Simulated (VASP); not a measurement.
```xyz
3
Lattice="1.7036 -2.9507 0.0000 1.7036 2.9507 0.0000 0.0000 0.0000 6.1456" Properties=species:S:1:pos:R:3 pbc="T T T"
Ti     0.0000     0.0000     0.0000
S      1.7036     0.9836     1.4244
S      1.7036    -0.9836     4.7212
```

Computed with PBE GGA, VASP's PBE PAW potentials (set 64) (plane waves; VASP). Numerical set-up: 400 eV cut-off, 12×12×6 Γ-centred mesh, tetrahedra with Blöchl corrections, potentials Ti_sv S.

Without a dispersion term in the relaxation, distances and binding between the weakly bound layers, chains or molecules are unreliable, and so is what depends on them.

Problem. Estimate the energy per atom (σ→0), band gap (on the k-mesh) with the smallest direct gap where there is one.

Solution. 
- band gap (on the k-mesh): none (metal, semimetal or under 0.01 eV)
- energy per atom (σ→0): -6.652 eV/atom

The compound is TiS2 in the 1T layered structure. It was relaxed first, which changed the volume by +8 %.
